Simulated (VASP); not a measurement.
OSZICAR of a VASP run on CdSe (zinc blende):

### OSZICAR
```
       N       E                     dE             d eps       ncg     rms          rms(c)
DAV:   1     0.893849522528E+02    0.89385E+02   -0.87277E+03   520   0.123E+03
DAV:   2    -0.203033177609E+02   -0.10969E+03   -0.10444E+03   585   0.291E+02
DAV:   3    -0.250302711544E+02   -0.47270E+01   -0.47069E+01   635   0.623E+01
DAV:   4    -0.250544961606E+02   -0.24225E-01   -0.24223E-01   550   0.450E+00
DAV:   5    -0.250546507383E+02   -0.15458E-03   -0.15458E-03   610   0.325E-01    0.545E+00
DAV:   6    -0.218656307213E+02    0.31890E+01   -0.37539E+00   520   0.305E+01    0.560E+00
DAV:   7    -0.219288770458E+02   -0.63246E-01   -0.28446E-01   520   0.613E+00    0.330E+00
DAV:   8    -0.215105265624E+02    0.41835E+00   -0.84122E-01   525   0.104E+01    0.823E-01
DAV:   9    -0.218759466698E+02   -0.36542E+00   -0.46095E-01   520   0.836E+00    0.547E-01
DAV:  10    -0.483889371603E+07   -0.48389E+07   -0.46786E+07   728   0.233E+04    0.901E+01
DAV:  11     0.156514285478E+02    0.48389E+07   -0.11470E+04   625   0.669E+02    0.443E+01
DAV:  12    -0.198192118618E+02   -0.35471E+02   -0.22464E+02   588   0.505E+01    0.529E+00
DAV:  13    -0.218401190642E+02   -0.20209E+01   -0.17069E+01   615   0.257E+01    0.212E+00
DAV:  14    -0.219005703376E+02   -0.60451E-01   -0.16850E-01   595   0.317E+00    0.827E-01
DAV:  15    -0.219090552018E+02   -0.84849E-02   -0.87883E-03   565   0.106E+00    0.910E-01
DAV:  16    -0.219064760591E+02    0.25791E-02   -0.58496E-03   585   0.884E-01    0.557E-01
DAV:  17    -0.219124068021E+02   -0.59307E-02   -0.17862E-03   535   0.519E-01    0.713E-01
DAV:  18    -0.219128871955E+02   -0.48039E-03   -0.34968E-04   530   0.219E-01    0.673E-01
DAV:  19    -0.219129813450E+02   -0.94150E-04   -0.23954E-04   550   0.146E-01    0.581E-01
DAV:  20    -0.219130558477E+02   -0.74503E-04   -0.74396E-05   545   0.865E-02    0.534E-01
DAV:  21    -0.219130306421E+02    0.25206E-04   -0.44143E-06   530   0.232E-02    0.531E-01
DAV:  22    -0.219129574005E+02    0.73242E-04   -0.21752E-05   530   0.517E-02    0.498E-01
DAV:  23    -0.219129151407E+02    0.42260E-04   -0.69953E-06   595   0.230E-02    0.488E-01
DAV:  24    -0.219129086799E+02    0.64608E-05   -0.12224E-07   456   0.326E-03    0.487E-01
DAV:  25    -0.219129171061E+02   -0.84262E-05   -0.38357E-08   385   0.209E-03    0.488E-01
DAV:  26    -0.219127084917E+02    0.20861E-03   -0.12157E-05   530   0.363E-02    0.473E-01
DAV:  27    -0.219122291434E+02    0.47935E-03   -0.30928E-05   530   0.655E-02    0.456E-01
DAV:  28    -0.219110844270E+02    0.11447E-02   -0.16364E-04   530   0.155E-01    0.428E-01
DAV:  29    -0.219076929072E+02    0.33915E-02   -0.93837E-04   520   0.349E-01    0.302E-01
DAV:  30    -0.219073413912E+02    0.35152E-03   -0.32527E-05   615   0.616E-02    0.292E-01
DAV:  31    -0.219068996357E+02    0.44176E-03   -0.16680E-05   530   0.512E-02    0.253E-01
DAV:  32    -0.219064917239E+02    0.40791E-03   -0.28808E-05   530   0.685E-02    0.203E-01
DAV:  33    -0.219059381626E+02    0.55356E-03   -0.41652E-05   530   0.779E-02    0.125E-01
DAV:  34    -0.219058346944E+02    0.10347E-03   -0.33524E-06   585   0.198E-02    0.115E-01
DAV:  35    -0.219057260392E+02    0.10866E-03   -0.51316E-06   530   0.293E-02    0.995E-02
DAV:  36    -0.219056813373E+02    0.44702E-04   -0.65392E-07   530   0.860E-03    0.955E-02
DAV:  37    -0.219056635972E+02    0.17740E-04   -0.21208E-07   515   0.552E-03    0.939E-02
DAV:  38    -0.219056428064E+02    0.20791E-04   -0.17739E-07   532   0.517E-03    0.931E-02
DAV:  39    -0.219056591066E+02   -0.16300E-04   -0.43138E-08   365   0.302E-03    0.935E-02
DAV:  40    -0.219056504621E+02    0.86445E-05   -0.22066E-08   290   0.176E-03    0.934E-02
DAV:  41    -0.219056609389E+02   -0.10477E-04   -0.36972E-08   345   0.231E-03    0.935E-02
DAV:  42    -0.219056960328E+02   -0.35094E-04   -0.97833E-08   476   0.379E-03    0.928E-02
DAV:  43    -0.219057438585E+02   -0.47826E-04   -0.37977E-07   522   0.867E-03    0.908E-02
DAV:  44    -0.219060066860E+02   -0.26283E-03   -0.25173E-06   530   0.177E-02    0.848E-02
DAV:  45    -0.219068262385E+02   -0.81955E-03   -0.20451E-05   530   0.545E-02    0.727E-02
DAV:  46    -0.219091492932E+02   -0.23231E-02   -0.17271E-04   520   0.154E-01    0.485E-02
DAV:  47    -0.219120851418E+02   -0.29358E-02   -0.51915E-04   520   0.259E-01    0.297E-02
DAV:  48    -0.219129057501E+02   -0.82061E-03   -0.15068E-04   520   0.140E-01    0.205E-02
DAV:  49    -0.219125092812E+02    0.39647E-03   -0.61954E-05   520   0.822E-02    0.144E-02
DAV:  50    -0.219120423727E+02    0.46691E-03   -0.13817E-04   520   0.133E-01    0.823E-03
DAV:  51    -0.219118206560E+02    0.22172E-03   -0.10851E-04   520   0.125E-01    0.440E-03
DAV:  52    -0.219118054996E+02    0.15156E-04   -0.53996E-06   530   0.300E-02    0.355E-03
DAV:  53    -0.219118069288E+02   -0.14292E-05   -0.18785E-05   520   0.457E-02    0.178E-03
DAV:  54    -0.219118153505E+02   -0.84217E-05   -0.65472E-06   525   0.281E-02    0.982E-04
DAV:  55    -0.219118168561E+02   -0.15055E-05   -0.11270E-06   545   0.101E-02    0.814E-04
DAV:  56    -0.219118195611E+02   -0.27050E-05   -0.88773E-06   520   0.258E-02    0.163E-04
DAV:  57    -0.219118196057E+02   -0.44614E-07   -0.11003E-07   530   0.299E-03
   1 F= -.21911820E+02 E0= -.21911820E+02  d E =-.114091E-16
```

Q: Which electronic solver shows in the log?

A: It is blocked Davidson (ALGO = Normal, or the opening steps of other solvers). The INCAR had ALGO = Normal.

Q: Can the final energy be trusted as converged?

A: The calculation finished and met its thresholds. It stopped with EDIFF = 1E-7, NELM = 100 (TPSS meta-GGA, plane waves, VASP's PBE PAW potentials (set 64)).

The compound is CdSe in the zinc blende structure, whereas wurtzite is the usual form. This cell is one point of a volume scan, at 1.03 of the reference volume.
